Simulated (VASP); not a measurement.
# A VASP study of AlRu (AM05): structure first, properties next, part 2 of 2

Aim: relax AlRu, then compute properties on the relaxed cell. Left out of this account: at least 1 further run (relaxation: not told here). The start is a cell from a database of measured crystal structures.

VASP 6.6.1; AM05; plane waves and PAW (Al, Ru_pv).

Still holding for the runs below: This run has no spin polarisation. Its electron count is odd, so without a moment it is a metal by construction. The k-mesh is coarse for a metal.

So far. Step 6 (Total and projected DOS (AM05)): The finer mesh and the other smearing move the Fermi level by -0.08 eV from the 8×8×8 run, one measure of the sampling error in the zero of the bands above. Of the states within 0.3 eV of the Fermi level, the largest shares in the PAW spheres are Ru d 77 %. The rest lies in smaller channels or between the spheres. Step 7 (Volume scan with AM05): The pressure here is 15.56 GPa.

### 8. Volume scan with AM05 (run 2)

Contents of INCAR:

```
SYSTEM = AlRu
PREC = Accurate
ENCUT = 400
EDIFF = 1E-06
NELM = 100
ISMEAR = 1
SIGMA = 0.2
LREAL = .FALSE.
ALGO = Normal
GGA = AM
NBANDS = 14
LASPH = .TRUE.
LORBIT = 11
LWAVE = .FALSE.
LCHARG = .FALSE.
KPAR = 2
ISIF = 2
```

Contents of POSCAR:

```
AlRu
1.0
    2.9333661571      0.0000000000      0.0000000000
    0.0000000000      2.9333661571      0.0000000000
    0.0000000000      0.0000000000      2.9333661571
Al Ru
1 1
Direct
    0.0000000000      0.0000000000      0.0000000000
    0.5000000000      0.5000000000      0.5000000000
```

Contents of KPOINTS:

```
Automatic mesh
0
Gamma
8 8 8
0 0 0
```

PAW data sets: Al and Ru_pv (PBE family, release 64).

The run is started by

```
mpirun -np 2 vasp_std
```

It took 14 s on 2 MPI ranks of AMD EPYC 7R43, shared host; peak memory 0.19 GiB; 26 s of CPU time.

Numbers from this step:

| Item | Value |
| --- | --- |
| free energy (TOTEN) | -15.09 eV |
| energy at zero smearing | -15.09 eV |
| Fermi energy | 11.51 eV |
| pressure | 9.774 GPa |

The pressure falls from 15.56 to 9.77 GPa.

The run ends at a pressure of 9.77 GPa.

### 9. Volume scan with AM05 (run 3)

INCAR is that of step 8.

Contents of POSCAR:

```
AlRu
1.0
    2.9535969078      0.0000000000      0.0000000000
    0.0000000000      2.9535969078      0.0000000000
    0.0000000000      0.0000000000      2.9535969078
Al Ru
1 1
Direct
    0.0000000000      0.0000000000      0.0000000000
    0.5000000000      0.5000000000      0.5000000000
```

KPOINTS is that of step 8.

The run is started by

```
mpirun -np 2 vasp_std
```

Elapsed: 14 s, on 2 MPI ranks; peak memory 0.18 GiB.

The pressure falls from 9.77 to 4.59 GPa.

The run ends at a pressure of 4.59 GPa.

### 10. Volume scan with AM05 (run 4)

INCAR is that of step 9.

Contents of POSCAR:

```
AlRu
1.0
    2.9735542491      0.0000000000      0.0000000000
    0.0000000000      2.9735542491      0.0000000000
    0.0000000000      0.0000000000      2.9735542491
Al Ru
1 1
Direct
    0.0000000000      0.0000000000      0.0000000000
    0.5000000000      0.5000000000      0.5000000000
```

KPOINTS is that of step 9.

The run is started by

```
mpirun -np 2 vasp_std
```

It took 14 s on 2 MPI ranks; peak memory 0.18 GiB; 25 s of CPU time.

The pressure falls from 4.59 to -0.08 GPa, so it vanishes between these two volumes.

### 11. Volume scan with AM05 (run 5)

INCAR is that of step 10.

Contents of POSCAR:

```
AlRu
1.0
    2.9932472353      0.0000000000      0.0000000000
    0.0000000000      2.9932472353      0.0000000000
    0.0000000000      0.0000000000      2.9932472353
Al Ru
1 1
Direct
    0.0000000000      0.0000000000      0.0000000000
    0.5000000000      0.5000000000      0.5000000000
```

KPOINTS is that of step 10.

The run is started by

```
mpirun -np 2 vasp_std
```

It took 14 s on 2 MPI ranks; peak memory 0.18 GiB.

The pressure falls from -0.08 to -4.26 GPa.

The run ends at a pressure of -4.26 GPa.

### 12. Volume scan with AM05 (run 6)

INCAR is that of step 11.

Contents of POSCAR:

```
AlRu
1.0
    3.0126844502      0.0000000000      0.0000000000
    0.0000000000      3.0126844502      0.0000000000
    0.0000000000      0.0000000000      3.0126844502
Al Ru
1 1
Direct
    0.0000000000      0.0000000000      0.0000000000
    0.5000000000      0.5000000000      0.5000000000
```

KPOINTS is that of step 11.

The run is started by

```
mpirun -np 2 vasp_std
```

Run time: 14 s. Hardware: 2 MPI ranks; peak memory 0.19 GiB; 26 s of CPU time.

The pressure falls from -4.26 to -8.02 GPa.

The run ends at a pressure of -8.02 GPa.

### 13. Volume scan with AM05 (run 7)

A prediction first. A least-squares parabola for the 6 pressures of evenly scaled cells so far, P = -0.09 -221.6 t +502 t² GPa with t = ln(V/V₁) and V₁ the volume at scale 1, gives -11.30 GPa at t = +0.0583.

INCAR is that of step 12.

Contents of POSCAR:

```
AlRu
1.0
    3.0318740406      0.0000000000      0.0000000000
    0.0000000000      3.0318740406      0.0000000000
    0.0000000000      0.0000000000      3.0318740406
Al Ru
1 1
Direct
    0.0000000000      0.0000000000      0.0000000000
    0.5000000000      0.5000000000      0.5000000000
```

KPOINTS is that of step 12.

The run is started by

```
mpirun -np 2 vasp_std
```

Elapsed: 12 s, on 2 MPI ranks; peak memory 0.19 GiB; 22 s of CPU time.

The pressure falls from -8.02 to -11.43 GPa. The parabola predicted -11.30 GPa, +0.14 GPa off.

### 14. Comparing the runs

Times are for 2 MPI ranks of AMD EPYC 7R43, shared host. The series side by side:

| no. | volume scale | energy above the lowest point (meV/atom) | pressure (GPa) | time | memory (GiB) |
| --- | --- | --- | --- | --- | --- |
| 1 | 0.94 | 38.59 | 15.56 | 14 s | 0.19 |
| 2 | 0.96 | 17 | 9.774 | 14 s | 0.19 |
| 3 | 0.98 | 4.38 | 4.587 | 14 s | 0.18 |
| 4 | 1 | 0 | -0.08378 | 14 s | 0.18 |
| 5 | 1.02 | 2.79 | -4.264 | 14 s | 0.18 |
| 6 | 1.04 | 12.11 | -8.020 | 14 s | 0.19 |
| 7 | 1.06 | 27.3 | -11.43 | 12 s | 0.19 |

### 15. Fit for AM05

This step: Birch-Murnaghan fit, AM05; plane waves and PAW (VASP 6.6.1).

No new run; the numbers come from the runs before.

Numbers from this step:

```
pressure derivative of the bulk modulus : 4.472
r.m.s. error of the fit                 : 2.10e-5 eV/atom
minimum inside the sampled range        : yes
bulk modulus                            : 219.3 GPa
equilibrium volume of the fit           : 13.17 Å³/atom
```

Table of energy above the fitted minimum by volume:

```csv
volume (Å³/atom),energy above the fitted minimum (eV/atom)
12.357,0.0386
12.620,0.0171
12.883,0.00444
13.146,6.0e-5
13.409,0.00285
13.672,0.0122
13.935,0.0274
```

The fit over cells of fixed shape and fractional positions puts the volume +0.19 % from the relaxed one. At a finite cutoff and mesh the minimum of the energy and the zero of the stress don't quite coincide, and the relaxation stops at a threshold.

### 16. Outcome

```
relaxed volume                            : 13.15 Å³/atom
relaxed conventional cell a, b, c         : 2.974, 2.974, 2.974 Å
space group after relaxing, within 0.02 Å : Pm-3m (No. 221)
band gap                                  : none, a metal
DOS at the Fermi level                    : 1.82 states/eV/cell
bulk modulus from the fit                 : 219 GPa
volume from the fit                       : 13.2 Å³/atom
```

What this shows: With AM05, AlRu relaxes to 13.15 Å³/atom in space group Pm-3m (held by the symmetry of the run), comes out as a metal and has a bulk modulus of 219 GPa. Against the listed cell the volume lies -1.8 %. Band structure (AM05): Of the bands kept, 3 cross the Fermi level on this path. Spin-orbit coupling is left out; it would split some degenerate bands. The k-sampling is coarse for a metal, so the Fermi level, pressures and the shape of the cell carry errors. With an odd electron count and no spin the cell is a metal by construction. No search among competing phases was made, and a listed structure need not be the one stable at ambient conditions. All values are for a static lattice at zero temperature.

[Lines on the potential files, build, host, timing and source positions are cut from VASP's logs without a mark.]

[Logs are printed without paths, hosts, clocks, repeated set-up lines and the standing remarks that a program may print on its own settings, such as how far it seeks lower states.]

[Hosts, paths, dates, database ids (printed as entryN), source tags and the programs' standing remarks are cut or masked in the printed files.]

[A measured line is paired with the nearest computed mode of its activity, which favours agreement.]

[In band tables of VASP the shares of atoms and orbitals are scaled to a sum of 1 inside the atoms' spheres.]
